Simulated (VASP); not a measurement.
Output of a VASP run:

OSZICAR:
```
       N       E                     dE             d eps       ncg     rms          rms(c)
DAV:   1     0.147438486485E+03    0.14744E+03   -0.10472E+04   840   0.112E+03
DAV:   2    -0.160096120264E+02   -0.16345E+03   -0.15540E+03   840   0.260E+02
DAV:   3    -0.279361438482E+02   -0.11927E+02   -0.11427E+02  1015   0.802E+01
DAV:   4    -0.283421353827E+02   -0.40599E+00   -0.40494E+00  1015   0.156E+01
DAV:   5    -0.283570353790E+02   -0.14900E-01   -0.14897E-01  1148   0.291E+00    0.207E+01
DAV:   6    -0.437221294309E+02   -0.15365E+02   -0.98069E+01  1033   0.170E+02    0.483E+01
DAV:   7    -0.244648702967E+02    0.19257E+02   -0.36883E+01   950   0.106E+02    0.106E+01
DAV:   8    -0.244809126606E+02   -0.16042E-01   -0.60036E+00  1231   0.249E+01    0.367E+00
DAV:   9    -0.246453849239E+02   -0.16447E+00   -0.36605E-01  1128   0.612E+00    0.260E+00
DAV:  10    -0.246836426374E+02   -0.38258E-01   -0.65919E-02  1233   0.359E+00    0.127E+00
DAV:  11    -0.247039149714E+02   -0.20272E-01   -0.79906E-02  1146   0.324E+00    0.103E+00
DAV:  12    -0.247138216237E+02   -0.99067E-02   -0.11834E-02  1260   0.104E+00    0.766E-01
DAV:  13    -0.247224474004E+02   -0.86258E-02   -0.12747E-02  1300   0.140E+00    0.584E-01
DAV:  14    -0.247258295644E+02   -0.33822E-02   -0.81916E-03  1270   0.110E+00    0.233E-01
DAV:  15    -0.247264866004E+02   -0.65704E-03   -0.19185E-03  1287   0.472E-01    0.133E-01
DAV:  16    -0.247265053196E+02   -0.18719E-04   -0.17318E-03  1260   0.447E-01    0.117E-01
DAV:  17    -0.247266510779E+02   -0.14576E-03   -0.20955E-04  1248   0.205E-01    0.564E-02
DAV:  18    -0.247266805627E+02   -0.29485E-04   -0.55097E-05  1312   0.809E-02    0.344E-02
DAV:  19    -0.247266882828E+02   -0.77200E-05   -0.25768E-05  1302   0.645E-02    0.165E-02
DAV:  20    -0.247266894533E+02   -0.11705E-05   -0.57250E-06   903   0.216E-02    0.712E-03
DAV:  21    -0.247266896598E+02   -0.20653E-06   -0.67763E-07   545   0.978E-03
   1 F= -.24726690E+02 E0= -.24724352E+02  d E =-.467492E-02  mag=     0.0005
```

### OUTCAR
```
------------------------ aborting loop because EDIFF is reached ----------------------------------------
  FORCE on cell =-STRESS in cart. coord.  units (eV):
  Direction    XX          YY          ZZ          XY          YZ          ZX
  --------------------------------------------------------------------------------------
  Total       -7.4184004     -7.4184010     -6.7777316      0.0000000      0.0000000      0.0000000
  in kB     -161.4064963   -161.4065089   -147.4670886      0.0000000      0.0000000      0.0000000
  external PRESSURE =    -156.7600313 kB  Pullay stress =       0.0000000 kB
  volume of cell :       73.64
      direct lattice vectors                 reciprocal lattice vectors
     3.730544000  0.000000000  0.000000000     0.268057420  0.154763018  0.000000000
    -1.865272000  3.230746000  0.000000000     0.000000000  0.309526035  0.000000000
     0.000000000  0.000000000  6.109770000     0.000000000  0.000000000  0.163672282
 POSITION                                       TOTAL-FORCE (eV/Angst)
 -----------------------------------------------------------------------------------
      1.86527      1.07691      0.00000        -0.000000      0.000000      0.014403
     -0.00000      2.15383      3.05489         0.000000     -0.000000      0.014403
      1.86527      1.07691      3.81983         0.000000      0.000000     -0.014403
     -0.00000      2.15383      0.76494        -0.000000     -0.000000     -0.014403
 -----------------------------------------------------------------------------------
    total drift:                                0.000046     -0.000027     -0.000269
  FREE ENERGIE OF THE ION-ELECTRON SYSTEM (eV)
  ---------------------------------------------------
  free  energy   TOTEN  =       -24.7266896598 eV

  energy  without entropy=      -24.7220147431  energy(sigma->0) =      -24.72435220

 total charge

# of ion       s       p       d       tot
------------------------------------------
    1        0.460   0.365   7.367   8.191
    2        0.460   0.365   7.367   8.191
    3        1.056   1.359   0.000   2.414
    4        1.056   1.359   0.000   2.414
--------------------------------------------------
tot          3.030   3.448  14.734  21.212

 magnetization (x)

# of ion       s       p       d       tot
------------------------------------------
    1        0.000   0.000  -0.000  -0.000
    2        0.000   0.000  -0.000  -0.000
    3        0.000   0.000   0.000   0.000
    4        0.000   0.000   0.000   0.000
--------------------------------------------------
tot          0.000   0.000  -0.000   0.000
```
(Selected blocks of OUTCAR.)

POSCAR:
```
CoP
1
    3.7305440000     0.0000000000     0.0000000000
   -1.8652720000     3.2307460000     0.0000000000
    0.0000000000     0.0000000000     6.1097700000
Co P
2 2
Direct
  0.6666670000   0.3333330000   0.0000000000
  0.3333330000   0.6666670000   0.5000000000
  0.6666670000   0.3333330000   0.6252000000
  0.3333330000   0.6666670000   0.1252000000
```

Question: Reconstruct the remaining input files.

Answer: This is not unique; one that fits is the input of the run itself, PBE GGA, plane waves, VASP's PBE PAW potentials (set 64).

### KPOINTS
```
kpoints
0
gamma
 5 5 3
```

### INCAR
```
ALGO=Normal
EDIFF=1E-6
ENCUT=400
GGA=PE
ISIF=2
ISMEAR=0
ISPIN=2
LASPH=.True.
LCHARG=.False.
LMAXMIX=4
LORBIT=10
LREAL=.False.
LWAVE=.False.
MAGMOM=2*3.0 2*0.0
NELM=100
PREC=Accurate
SIGMA=0.05
SYSTEM=CoP
```

POTCAR, in this order: Co P (PBE.64 set). Program: vasp_std.

The structure was generated: CoP was put into the wurtzite type (P6_3mc), which need not be its known phase. The cell was not relaxed at this level. The k-mesh is coarse (spacing up to 0.39 per Å, 2π included), so the numbers may not be converged in it.
